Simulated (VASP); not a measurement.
The input files of a VASP run:

### KPOINTS
```
Automatic mesh
0
gamma
7 7 7
0 0 0
```

**INCAR**
```
# general
SYSTEM    =  Ag2O
PREC      =  Accurate
ENCUT     =  520   # plane-wave cut-off (eV)
LREAL     =  .FALSE.   # projection in real space or not
LASPH     =  .TRUE.

# electronic loop
EDIFF     =  1E-7   # SCF stop (eV)
NELM      =  100   # most electronic steps
ALGO      =  Normal
LMAXMIX   =  4   # l cut-off of mixed one-centre charges

# smearing
ISMEAR    =  1   # Methfessel-Paxton
SIGMA     =  0.1

# functional
GGA       =  MK
LUSE_VDW  =  .TRUE.
AGGAC     =  0.0
PARAM1    =  0.1234
PARAM2    =  1.0

# ions
ISIF      =  2

# output
LWAVE     =  .FALSE.
LCHARG    =  .FALSE.
```

POSCAR:
```
Ag2O
1.0
  4.7018979908   0.0000000000   0.0000000000
  0.0000000000   4.7018979908   0.0000000000
  0.0000000000   0.0000000000   4.7018979908
Ag O
4 2
Cart
  3.5264234931   1.1754744977   3.5264234931
  1.1754744977   3.5264234931   3.5264234931
  3.5264234931   3.5264234931   1.1754744977
  1.1754744977   1.1754744977   1.1754744977
  0.0000000000   0.0000000000   0.0000000000
  2.3509489954   2.3509489954   2.3509489954
```

POTCAR, in this order: Ag O (PBE.64 set). Program: vasp_std.

**Question.** Translate this optB86b-vdW calculation to Quantum ESPRESSO's pw.x.

**Answer.** One equivalent input (not run):
```
&CONTROL
  calculation = 'scf'
  pseudo_dir = './pseudo'
  outdir = './out'
  tprnfor = .true.
  tstress = .true.
/
&SYSTEM
  ibrav = 0
  nat = 6
  ntyp = 2
  ecutwfc = 84
  occupations = 'smearing'
  smearing = 'methfessel-paxton'
  degauss = 0.00735
  input_dft = 'vdw-df-ob86'
/
&ELECTRONS
  conv_thr = 7.3e-09
  electron_maxstep = 100
/
ATOMIC_SPECIES
  Ag 107.868 Ag.upf
  O 15.999 O.upf
CELL_PARAMETERS angstrom
     4.7018980    0.0000000    0.0000000
     0.0000000    4.7018980    0.0000000
     0.0000000    0.0000000    4.7018980
ATOMIC_POSITIONS crystal
  Ag   0.7500000  0.2500000  0.7500000
  Ag   0.2500000  0.7500000  0.7500000
  Ag   0.7500000  0.7500000  0.2500000
  Ag   0.2500000  0.2500000  0.2500000
  O    0.0000000  0.0000000  0.0000000
  O    0.5000000  0.5000000  0.5000000
K_POINTS automatic
  7 7 7 0 0 0
```
What does not carry over: the potentials are each code's own (VASP's PAW set, PseudoDojo norm-conserving files in pw.x), so ENCUT and ecutwfc are chosen apart and not converted; conv_thr bounds pw.x's estimated SCF error, while EDIFF bounds the energy change between steps.

The compound is Ag2O in the cuprite structure. This cell is one point of a volume scan, at 0.97 of the reference volume.
